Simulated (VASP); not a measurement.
All values below come from PBEsol GGA, VASP's PBE PAW potentials (set 64) (plane waves; VASP).

Input for VASP

**INCAR**
```
# general
SYSTEM  = BBi
PREC    = Accurate
ENCUT   = 620   # plane-wave cut-off (eV)
LREAL   = F   # projection in real space or not
LASPH   = T

# electronic loop
EDIFF   = 1E-6   # SCF stop (eV)
NELM    = 100
ALGO    = Normal   # blocked Davidson
LMAXMIX = 4

# smearing
ISMEAR  = 1
SIGMA   = 0.1

# functional
GGA     = PS

# ions
IBRION  = 2   # conjugate gradients
NSW     = 40   # most ionic steps
ISIF    = 3   # ions, shape and volume
EDIFFG  = -0.02
PSTRESS = 200

# output
LWAVE   = F
LCHARG  = F
```

File KPOINTS:
```
Automatic
0
gamma
12 12 12
```

POSCAR:
```
BBi
1.0
  3.1385867024   0.0000000000   0.0000000000
  0.0000000000   3.1385867024   0.0000000000
  0.0000000000   0.0000000000   3.1385867024
B Bi
1 1
Direct
  0.0000000000   0.0000000000   0.0000000000
  0.5000000000   0.5000000000   0.5000000000
```

POTCAR, in this order: B Bi_d (PBE.64 set). Program: vasp_std.

Unless said otherwise, spin-orbit coupling is left out, though it shifts the bands of the heavy elements here.

Question: Predict the energy per atom (σ→0), volume per atom, band gap (on the k-mesh).

Answer: 
- energy per atom (σ→0) = -3.986 eV/atom
- band gap (on the k-mesh) = none (metal, semimetal or under 0.01 eV)
- volume per atom = 15.36 Å^3/atom

OSZICAR:
```
...
DAV:   1    -0.798880776454E+01   -0.55610E-01   -0.47399E-01  2614   0.140E+01    0.688E-01
DAV:   2    -0.797445909024E+01    0.14349E-01   -0.27603E-02  2659   0.352E+00    0.281E-01
DAV:   3    -0.797189769089E+01    0.25614E-02   -0.10985E-02  3248   0.201E+00    0.286E-02
DAV:   4    -0.797190498614E+01   -0.72952E-05   -0.21840E-04  2239   0.164E-01    0.166E-02
DAV:   5    -0.797191688163E+01   -0.11895E-04   -0.67377E-05  2724   0.126E-01    0.929E-03
DAV:   6    -0.797191494140E+01    0.19402E-05   -0.51521E-06  2439   0.409E-02    0.217E-03
DAV:   7    -0.797191525242E+01   -0.31102E-06   -0.46914E-07  1157   0.847E-03
   3 F= -.41376408E+01 E0= -.41380048E+01  d E =-.695773E-03
```

The structure was generated: BBi was put into the CsCl type type (Pm-3m), which need not be its known phase. This run relaxes it under an external pressure of 20 GPa. Symmetry was kept, so distortions that lower it aren't found. VASP warned that the highest band is occupied, so more bands are needed.
